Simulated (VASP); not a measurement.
# Nb3Sb under strain, part 3 of 4

Aim: follow the pressure of Nb3Sb through compression, expansion and shear. All runs use r2SCAN. Left out of this account: 1 further run (fields: a reference on another mesh). The start is a cell from a database of measured crystal structures.

VASP 6.6.1; r2SCAN; plane waves and PAW (Nb_sv, Sb).

Still holding for the runs below: Spin-orbit coupling is off here; with elements this heavy it splits and shifts levels by tenths of an eV or more.

So far, pressure (GPa): step 2 (bands, cell as listed) 1.21; step 3 (cell volume +4.0 %) -5.53; step 4 (cell volume +8.0 %) -11.0.

## 5. Bands, sheared, principal strains -2.1, +0.8, +1.3 %

The cell is sheared at fixed volume, which lowers its symmetry.

File INCAR:

```
SYSTEM = Nb3Sb
PREC = Accurate
ENCUT = 400
EDIFF = 1E-06
NELM = 100
ISMEAR = -1
SIGMA = 0.05
LREAL = .FALSE.
ALGO = Normal
METAGGA = R2SCAN
LASPH = .TRUE.
NBANDS = 66
LORBIT = 11
LWAVE = .FALSE.
LCHARG = .FALSE.
KPAR = 8
```

File POSCAR:

```
Nb3Sb
1.0
    5.3020110000     -0.0081200000     -0.0682460000
   -0.0081200000      5.3072210000     -0.0049490000
   -0.0682460000     -0.0049490000      5.1854810000
Nb Sb
6 2
Direct
    0.2500000000      0.0000000000      0.5000000000
    0.5000000000      0.7500000000      0.0000000000
    0.7500000000      0.0000000000      0.5000000000
    0.5000000000      0.2500000000      0.0000000000
    0.0000000000      0.5000000000      0.7500000000
    0.0000000000      0.5000000000      0.2500000000
    0.0000000000      0.0000000000      0.0000000000
    0.5000000000      0.5000000000      0.5000000000
```

File KPOINTS:

```
Automatic mesh
0
Gamma
6 6 6
0 0 0
```

File KPOINTS_OPT:

```
Line mode
12
Line-mode
Reciprocal
  0.00000000   0.50000000   0.00000000 X
  0.00000000   0.00000000   0.00000000 GAMMA

  0.00000000   0.00000000   0.00000000 GAMMA
  0.00000000   0.00000000  -0.50000000 Y

  0.00000000   0.50000000  -0.50000000 L
  0.00000000   0.00000000   0.00000000 GAMMA

  0.00000000   0.00000000   0.00000000 GAMMA
 -0.50000000   0.00000000   0.50000000 Z

 -0.50000000   0.50000000   0.50000000 N
  0.00000000   0.00000000   0.00000000 GAMMA

  0.00000000   0.00000000   0.00000000 GAMMA
 -0.50000000   0.00000000   0.00000000 M

 -0.50000000   0.50000000   0.00000000 R
  0.00000000   0.00000000   0.00000000 GAMMA
```

PAW data sets: Nb_sv and Sb (PBE family, release 64).

Run with:

```sh
> mpirun -np 8 vasp_std
```

Output:

```text
[... set-up lines as in an earlier step ...]
 entering main loop
       N       E                     dE             d eps       ncg     rms          rms(c)
DAV:   1     0.793407999400E+03    0.79341E+03   -0.40497E+04 15056   0.115E+03
DAV:   2    -0.155908401602E+03   -0.94932E+03   -0.91553E+03 18430   0.490E+02
DAV:   3    -0.235186228402E+03   -0.79278E+02   -0.76912E+02 23984   0.999E+01
DAV:   4    -0.242495922257E+03   -0.73097E+01   -0.71580E+01 26072   0.273E+01
DAV:   5    -0.242977518551E+03   -0.48160E+00   -0.48054E+00 23288   0.681E+00    0.261E+01
DAV:   6    -0.203146734784E+03    0.39831E+02   -0.18942E+01 22632   0.241E+01    0.566E+00
DAV:   7    -0.203223255310E+03   -0.76521E-01   -0.11731E+00 21136   0.503E+00    0.288E+00
DAV:   8    -0.203291535913E+03   -0.68281E-01   -0.34745E-01 23048   0.294E+00    0.136E+00
DAV:   9    -0.203293940024E+03   -0.24041E-02   -0.55209E-02 24968   0.140E+00    0.923E-01
DAV:  10    -0.203296535145E+03   -0.25951E-02   -0.12735E-02 20592   0.603E-01    0.358E-01
DAV:  11    -0.203297646351E+03   -0.11112E-02   -0.22098E-03 19152   0.251E-01    0.107E-01
DAV:  12    -0.203297715816E+03   -0.69465E-04   -0.47249E-04 22872   0.998E-02    0.160E-02
DAV:  13    -0.203297718297E+03   -0.24807E-05   -0.28842E-05 22768   0.297E-02    0.943E-03
DAV:  14    -0.203297714086E+03    0.42110E-05   -0.31069E-06 13432   0.123E-02    0.604E-03
DAV:  15    -0.203297708650E+03    0.54356E-05   -0.10059E-06 10160   0.658E-03    0.328E-03
DAV:  16    -0.203297708669E+03   -0.19325E-07   -0.30548E-07  9504   0.328E-03
   1 F= -.20329771E+03 E0= -.20328679E+03  d E =-.218287E-01
 Start KPOINTS_OPT (optional k-point list driver)
k-point batch [1-84\84]
       N       E                     dE             ncg
DAV:   1     0.185857192292E+05   -0.64273E+05    11344
DAV:   2    -0.633738529631E+05   -0.81960E+05    13550
DAV:   3    -0.699732952119E+05   -0.65994E+04    17792
DAV:   4    -0.705029597840E+05   -0.52966E+03    19016
DAV:   5    -0.705314772230E+05   -0.28517E+02    17406
DAV:   6    -0.705327365374E+05   -0.12593E+01    19272
DAV:   7    -0.705328092705E+05   -0.72733E-01    18136
DAV:   8    -0.705328143587E+05   -0.50883E-02    16232
DAV:   9    -0.705328147506E+05   -0.39186E-03    14128
DAV:  10    -0.705328147837E+05   -0.33125E-04    11520
DAV:  11    -0.705328147869E+05   -0.31806E-05     8864
DAV:  12    -0.705328147875E+05   -0.64410E-06     8032
```

Elapsed: 6.4 min, on 8 MPI ranks of AMD EPYC 9R45, shared host; peak memory 7.2 GiB.

Parts of OUTCAR (step 5):

```text
   k-points           NKPTS =    112   k-points in BZ     NKDIM =    112   number of bands    NBANDS=     66

   ENCUT  =  400.0 eV  29.40 Ry    5.42 a.u.   8.65  8.65  8.46*2*pi/ulx,y,z

   NELECT =      88.0000    total number of electrons

 E-fermi :  11.9069

 k-point     1 :       0.0000    0.0000    0.0000
  band No.  band energies     occupation
    ...
     40      10.8691      2.00000
     41      10.9816      2.00000
     42      11.0074      2.00000
     43      11.6066      1.99509
     44      11.7439      1.92615
     45      13.0716      0.00000
     46      14.3202      0.00000
     47      14.3570      0.00000
     48      14.4746      0.00000
     49      15.2885      0.00000
    ...

  Total       -0.2681299     -0.5776120      4.5353228      0.2373826      0.1577225      2.1943063
  in kB       -2.9446523     -6.3434413     49.8077515      2.6069792      1.7321376     24.0982763
  external PRESSURE =      13.5065526 kB  Pullay stress =       0.0000000 kB

 POSITION                                       TOTAL-FORCE (eV/Angst)
 -----------------------------------------------------------------------------------
      1.29138     -0.00450      2.57568         0.138068     -0.016187      0.168413
      2.64492      3.97636     -0.03783        -0.016004      0.121023      0.012191
      3.94239     -0.00856      2.54156        -0.138068      0.016187     -0.168413
      2.64898      1.32275     -0.03536         0.016004     -0.121023     -0.012191
     -0.05524      2.64990      3.88664         0.147395     -0.010940      0.014057
     -0.02112      2.65237      1.29390        -0.147395      0.010940     -0.014057
      0.00000      0.00000      0.00000         0.000000     -0.000000      0.000000
      2.61282      2.64708      2.55614         0.000000     -0.000000      0.000000
 -----------------------------------------------------------------------------------
    total drift:                                0.000000      0.000000     -0.000000

  FREE ENERGIE OF THE ION-ELECTRON SYSTEM (eV)
  ---------------------------------------------------
  free  energy   TOTEN  =      -203.2977086692 eV

  energy  without entropy=     -203.2758800008  energy(sigma->0) =     -203.28679433

[... 1 part as in an earlier step ...]

[... 14 further parts left out ...]
```

The path and its labels are those of the sheared lattice, so a letter need not mean the same point as in the unstrained cell.

Numbers from this step:

- SCF cycles: 16
- irreducible k-points: 112
- symmetry operations: 2
- free energy (TOTEN): -203.2977 eV
- energy at zero smearing: -203.2868 eV
- Fermi energy: 11.91 eV
- pressure: 1.351 GPa

The electronic bands at the labelled points (eV, zero at the Fermi level; # counts the bands kept, so #1 is VASP's band 27):

```
          point    #15    #16    #17    #18    #19    #20    #21    #22
              X  -1.23  -1.13  -0.73  -0.68   1.36   1.51   2.18   2.22
0.45 of the way  -1.01  -0.98  -0.24  -0.22   1.26   2.13   2.27   2.29
              Γ  -0.93  -0.90  -0.30  -0.16   1.16   2.41   2.45   2.57
0.55 of the way  -1.00  -0.97  -0.33  -0.17   1.37   2.13   2.14   2.36
              Y  -1.23  -1.22  -0.58  -0.58   1.39   1.40   2.14   2.14
      jump to L  -0.16  -0.01   0.04   0.33   0.41   0.41   0.53   0.54
0.55 of the way  -0.84  -0.81  -0.39  -0.15   1.18   1.77   2.06   2.40
              Γ  -0.93  -0.90  -0.30  -0.16   1.16   2.41   2.45   2.57
0.55 of the way  -0.73  -0.73  -0.63  -0.15   0.85   1.54   1.79   2.02
              Z  -0.12  -0.01   0.05   0.32   0.37   0.48   0.50   0.53
      jump to N  -0.27  -0.27  -0.22  -0.22  -0.19  -0.17  -0.04  -0.04
0.45 of the way  -1.17  -0.56  -0.53  -0.39   0.63   0.71   1.55   1.65
              Γ  -0.93  -0.90  -0.30  -0.16   1.16   2.41   2.45   2.57
0.45 of the way  -0.97  -0.94  -0.22  -0.16   1.50   2.03   2.22   2.31
              M  -1.26  -1.14  -0.73  -0.67   1.35   1.51   2.20   2.23
      jump to R  -0.29  -0.02  -0.01   0.33   0.34   0.42   0.60   0.60
0.45 of the way  -0.77  -0.73  -0.53  -0.16   0.83   1.59   1.80   2.03
              Γ  -0.93  -0.90  -0.30  -0.16   1.16   2.41   2.45   2.57
```

Of the projections kept (Nb, Sb), the largest for each band there; the rest of the weight can lie on other orbitals:

| point | #15 | #16 | #17 | #18 | #19 | #20 | #21 | #22 |
| --- | --- | --- | --- | --- | --- | --- | --- | --- |
| X | Nb 0.97 | Nb 0.98 | Nb 0.96 | Nb 0.96 | Nb 0.97 | Nb 0.97 | Nb 0.98 | Nb 0.98 |
| Γ | Nb 0.96 | Nb 0.97 | Nb 0.99 | Nb 0.99 | Nb 0.53 | Nb 1.00 | Nb 1.00 | Nb 1.00 |
| Y | Nb 0.98 | Nb 0.98 | Nb 0.96 | Nb 0.96 | Nb 0.97 | Nb 0.97 | Nb 0.98 | Nb 0.98 |
| L | Nb 0.95 | Nb 1.00 | Nb 1.00 | Nb 0.96 | Nb 0.97 | Nb 0.97 | Nb 0.88 | Nb 0.97 |
| Γ | Nb 0.96 | Nb 0.97 | Nb 0.99 | Nb 0.99 | Nb 0.53 | Nb 1.00 | Nb 1.00 | Nb 1.00 |
| Z | Nb 0.95 | Nb 1.00 | Nb 1.00 | Nb 0.96 | Nb 0.97 | Nb 0.97 | Nb 0.97 | Nb 0.88 |

Force by atom:

```csv
atom,x (eV/Å),y (eV/Å),z (eV/Å),size
Nb1,0.138,-0.016,0.168,0.218
Nb2,-0.016,0.121,0.012,0.123
Nb3,-0.138,0.016,-0.168,0.218
Nb4,0.016,-0.121,-0.012,0.123
Nb5,0.147,-0.011,0.014,0.148
Nb6,-0.147,0.011,-0.014,0.148
Sb7,0.000,0.000,0.000,0.000
Sb8,0.000,0.000,0.000,0.000
```

 The pressure is 1.35 GPa, and the symmetry operations fall from 48 to 2.

## 6. Bands, volume times 0.96

The cell is compressed evenly, with fractional positions held.

INCAR is that of step 5.

POSCAR: that of step 5 with these lines changed.

```diff
@@ -2,5 +2,5 @@
 1.0
-    5.3020110000     -0.0081200000     -0.0682460000
-   -0.0081200000      5.3072210000     -0.0049490000
-   -0.0682460000     -0.0049490000      5.1854810000
+    5.1931520892      0.0000000000      0.0000000000
+    0.0000000000      5.1931520892      0.0000000000
+    0.0000000000      0.0000000000      5.1931520892
 Nb Sb
```

KPOINTS is that of step 5.

File KPOINTS_OPT:

```
Line mode
12
Line-mode
Reciprocal
  0.00000000   0.00000000   0.00000000 GAMMA
  0.00000000   0.50000000   0.00000000 X

  0.00000000   0.50000000   0.00000000 X
  0.50000000   0.50000000   0.00000000 M

  0.50000000   0.50000000   0.00000000 M
  0.00000000   0.00000000   0.00000000 GAMMA

  0.00000000   0.00000000   0.00000000 GAMMA
  0.50000000   0.50000000   0.50000000 R

  0.50000000   0.50000000   0.50000000 R
  0.00000000   0.50000000   0.00000000 X

  0.50000000   0.50000000   0.00000000 M
  0.50000000   0.50000000   0.50000000 R
```

Run with:

```sh
> mpirun -np 8 vasp_std
```

Output:

```text
[... set-up lines as in an earlier step ...]
 entering main loop
       N       E                     dE             d eps       ncg     rms          rms(c)
DAV:   1     0.803838995160E+03    0.80384E+03   -0.40413E+04  2696   0.115E+03
DAV:   2    -0.155648443010E+03   -0.95949E+03   -0.92509E+03  3292   0.494E+02
DAV:   3    -0.235015404719E+03   -0.79367E+02   -0.77171E+02  4248   0.101E+02
DAV:   4    -0.242290617761E+03   -0.72752E+01   -0.71291E+01  4608   0.272E+01
DAV:   5    -0.242727488480E+03   -0.43687E+00   -0.43598E+00  4120   0.659E+00    0.276E+01
DAV:   6    -0.203018984495E+03    0.39709E+02   -0.18343E+01  4032   0.238E+01    0.601E+00
DAV:   7    -0.203087103986E+03   -0.68119E-01   -0.10639E+00  3728   0.493E+00    0.290E+00
DAV:   8    -0.203148386423E+03   -0.61282E-01   -0.33564E-01  4152   0.284E+00    0.136E+00
DAV:   9    -0.203154492190E+03   -0.61058E-02   -0.36237E-02  4192   0.922E-01    0.633E-01
DAV:  10    -0.203157212367E+03   -0.27202E-02   -0.31026E-03  3416   0.290E-01    0.174E-01
DAV:  11    -0.203157220159E+03   -0.77913E-05   -0.96209E-04  3696   0.144E-01    0.232E-02
DAV:  12    -0.203157220330E+03   -0.17105E-06   -0.82509E-05  3960   0.508E-02    0.171E-02
DAV:  13    -0.203157210518E+03    0.98118E-05   -0.54695E-06  3440   0.101E-02    0.410E-03
DAV:  14    -0.203157209575E+03    0.94280E-06   -0.33801E-07  1800   0.339E-03
   1 F= -.20315721E+03 E0= -.20314731E+03  d E =-.198021E-01
 Start KPOINTS_OPT (optional k-point list driver)
k-point batch [1-20\72]
       N       E                     dE             ncg
DAV:   1     0.436898409721E+04   -0.16463E+05     2656
DAV:   2    -0.153097021510E+05   -0.19679E+05     3190
DAV:   3    -0.169003196770E+05   -0.15906E+04     4246
DAV:   4    -0.170251419852E+05   -0.12482E+03     4520
DAV:   5    -0.170318432774E+05   -0.67013E+01     4168
DAV:   6    -0.170321904001E+05   -0.34712E+00     4520
DAV:   7    -0.170322129375E+05   -0.22537E-01     4288
DAV:   8    -0.170322142781E+05   -0.13406E-02     3952
DAV:   9    -0.170322143805E+05   -0.10247E-03     3456
DAV:  10    -0.170322143872E+05   -0.66459E-05     2752
DAV:  11    -0.170322143877E+05   -0.55409E-06     2112
[...]
k-point batch [61-72\72]
       N       E                     dE             ncg
DAV:   1     0.164932011925E+05   -0.23212E+05     1624
DAV:   2     0.470844292446E+04   -0.11785E+05     1892
DAV:   3     0.377596997691E+04   -0.93247E+03     2440
DAV:   4     0.368663739456E+04   -0.89333E+02     2616
DAV:   5     0.368170495283E+04   -0.49324E+01     2664
DAV:   6     0.368156561649E+04   -0.13934E+00     2496
DAV:   7     0.368155943779E+04   -0.61787E-02     2656
DAV:   8     0.368155904758E+04   -0.39021E-03     2208
DAV:   9     0.368155902851E+04   -0.19073E-04     1968
DAV:  10     0.368155902705E+04   -0.14641E-05     1296
DAV:  11     0.368155902683E+04   -0.21760E-06     1176
```

Run time: 2.8 min. Hardware: 8 MPI ranks; peak memory 2.6 GiB.

OUTCAR, selected parts (step 6):

```text
   ENCUT  =  400.0 eV  29.40 Ry    5.42 a.u.   8.47  8.47  8.47*2*pi/ulx,y,z

   NELECT =      88.0000    total number of electrons

 E-fermi :  12.4828

 k-point     1 :       0.0000    0.0000    0.0000
  band No.  band energies     occupation
    ...
     40      11.5029      2.00000
     41      11.5029      2.00000
     42      11.5029      2.00000
     43      12.2627      1.97580
     44      12.2627      1.97580
     45      13.9124      0.00000
     46      15.0934      0.00000
     47      15.0934      0.00000
     48      15.0934      0.00000
     49      16.1231      0.00000
    ...

  Total        8.3192820      8.3192820      8.3192820      0.0000000      0.0000000      0.0000000
  in kB       95.1707081     95.1707081     95.1707081      0.0000000      0.0000000      0.0000000
  external PRESSURE =      95.1707081 kB  Pullay stress =       0.0000000 kB

 POSITION                                       TOTAL-FORCE (eV/Angst)
 -----------------------------------------------------------------------------------
      1.29829      0.00000      2.59658        -0.000000     -0.000000      0.000000
      2.59658      3.89486      0.00000        -0.000000      0.000000      0.000000
      3.89486      0.00000      2.59658         0.000000     -0.000000     -0.000000
      2.59658      1.29829      0.00000        -0.000000      0.000000      0.000000
      0.00000      2.59658      3.89486         0.000000      0.000000     -0.000000
      0.00000      2.59658      1.29829         0.000000      0.000000     -0.000000
      0.00000      0.00000      0.00000        -0.000000      0.000000     -0.000000
      2.59658      2.59658      2.59658        -0.000000      0.000000     -0.000000
 -----------------------------------------------------------------------------------
    total drift:                                0.000000      0.000000     -0.000000

  FREE ENERGIE OF THE ION-ELECTRON SYSTEM (eV)
  ---------------------------------------------------
  free  energy   TOTEN  =      -203.1572095749 eV

  energy  without entropy=     -203.1374074624  energy(sigma->0) =     -203.14730852

[... 5 parts as in an earlier step ...]

[... 11 further parts left out ...]
```

This step gave:

| Property | Result |
| --- | --- |
| SCF cycles | 14 |
| irreducible k-points | 20 |
| symmetry operations | 48 |
| free energy (TOTEN) | -203.1572 eV |
| energy at zero smearing | -203.1473 eV |
| Fermi energy | 12.48 eV |
| pressure | 9.517 GPa |

The electronic bands at the labelled points (eV, zero at the Fermi level; # counts the bands kept, so #1 is VASP's band 27):

```
          point    #15    #16    #17    #18    #19    #20    #21    #22
              Γ  -0.98  -0.98  -0.22  -0.22   1.43   2.61   2.61   2.61
0.45 of the way  -1.01  -1.01  -0.18  -0.18   1.70   2.31   2.36   2.36
              X  -1.27  -1.27  -0.62  -0.62   1.54   1.54   2.29   2.29
0.55 of the way  -0.65  -0.63  -0.48  -0.41   0.97   1.26   1.39   1.53
              M  -0.20  -0.02  -0.02   0.35   0.46   0.46   0.54   0.56
0.55 of the way  -0.87  -0.86  -0.37  -0.12   1.25   1.89   2.15   2.54
              Γ  -0.98  -0.98  -0.22  -0.22   1.43   2.61   2.61   2.61
0.55 of the way  -1.20  -0.54  -0.50  -0.50   0.72   0.72   1.73   1.73
              R  -0.27  -0.27  -0.13  -0.13  -0.13  -0.13  -0.13  -0.13
0.55 of the way  -0.69  -0.69  -0.35  -0.35   0.64   0.64   1.20   1.20
              X  -1.27  -1.27  -0.62  -0.62   1.54   1.54   2.29   2.29
      jump to M  -0.20  -0.02  -0.02   0.35   0.46   0.46   0.54   0.56
0.45 of the way  -0.26  -0.26  -0.16  -0.16   0.00   0.41   0.41   0.65
              R  -0.27  -0.27  -0.13  -0.13  -0.13  -0.13  -0.13  -0.13
```

Of the projections kept (Nb, Sb), the largest for each band there; the rest of the weight can lie on other orbitals:

```csv
point,#15,#16,#17,#18,#19,#20,#21,#22
Γ,Nb 0.96,Nb 0.96,Nb 0.99,Nb 0.99,Nb 0.51,Nb 1.00,Nb 1.00,Nb 1.00
X,Nb 0.98,Nb 0.98,Nb 0.96,Nb 0.96,Nb 0.97,Nb 0.97,Nb 0.98,Nb 0.98
M,Nb 0.94,Nb 1.00,Nb 1.00,Nb 0.96,Nb 0.97,Nb 0.97,Nb 0.97,Nb 0.88
Γ,Nb 0.96,Nb 0.96,Nb 0.99,Nb 0.99,Nb 0.51,Nb 1.00,Nb 1.00,Nb 1.00
R,Nb 0.95,Nb 0.95,Nb 0.95,Nb 0.95,Nb 0.95,Nb 0.95,Nb 0.95,Nb 0.95
X,Nb 0.98,Nb 0.98,Nb 0.96,Nb 0.96,Nb 0.97,Nb 0.97,Nb 0.98,Nb 0.98
```

 The pressure is 9.52 GPa.

For the pressure, step 2 gave 1.21 GPa; this run, with cell volume -4.0 %, gives 9.52 GPa (+684 %).

(Continued in part 4 of 4.)

[Lines on the potential files, build, host, timing and source positions are cut from VASP's logs without a mark.]

[Logs are printed without paths, hosts, clocks, repeated set-up lines and the standing remarks that a program may print on its own settings, such as how far it seeks lower states.]

[Hosts, paths, dates, database ids (printed as entryN), source tags and the programs' standing remarks are cut or masked in the printed files.]

[A measured line is paired with the nearest computed mode of its activity, which favours agreement.]
